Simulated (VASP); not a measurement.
Here is a VASP 6.6.1 calculation.

The input INCAR:

```
SYSTEM = BeCd2S3
ALGO = Fast
EDIFF = 1E-5
EDIFFG = -0.03
ENCUT = 520
GGA = PE
IBRION = 2
ISIF = 3
ISMEAR = 0
ISYM = 0
KPAR = 2
LASPH = .TRUE.
LCHARG = .FALSE.
LREAL = Auto
LWAVE = .FALSE.
NELM = 80
NSW = 110
PREC = Normal
SIGMA = 0.05
```

KPOINTS

```
k-points
0
G
  3 3 3
  0 0 0
```

Contents of POSCAR:

```
BeCd2S3
1.0
    6.0862670200     -3.4667554800      0.1182603100
    5.9848673200      3.2914547000      0.0416592100
    0.0860371500     -0.0712470200      6.1932649700
Be Cd S
2 4 6
Direct
    0.1332857300      0.8747445800      0.9904410200
    0.8234247400      0.1734711800      0.5369443700
    0.8314652800      0.4698069100      0.9895639400
    0.1504347300      0.5371126100      0.5183781100
    0.5121850500      0.1885448800      0.9941812400
    0.4981403800      0.8271646500      0.5095186500
    0.4664467700      0.8364607700      0.9041064500
    0.1596164500      0.5392904300      0.8807046300
    0.8916555600      0.1252844400      0.8762923500
    0.8085531400      0.4848897300      0.4153267800
    0.5623924600      0.1649463200      0.3892421300
    0.0997581500      0.8889789300      0.3583537500
```

Potentials or basis: VASP PAW PBE potentials, release 64 (Be, Cd, S).

Launch:

```sh
$ cat potpaw_PBE.64/Be/POTCAR potpaw_PBE.64/Cd/POTCAR potpaw_PBE.64/S/POTCAR > POTCAR
$ mpirun -np 2 vasp_std > vasp.out
```

(1) What does it give for the relaxed cell?

(2) What does it give for the band gap on the k mesh?

(3) Predict the relaxed volume.

(4) What does it give for the space group after relaxing (to 0.05 Å)?

Answers

(1) a = 6.832 Å, b = 6.836 Å, c = 6.360 Å, α = 90.04°, β = 90.10°, γ = 60.16°.

(2) 1.95 eV, direct.

(3) 21.47 Å³/atom.

(4) Cmc2_1 (No. 36).
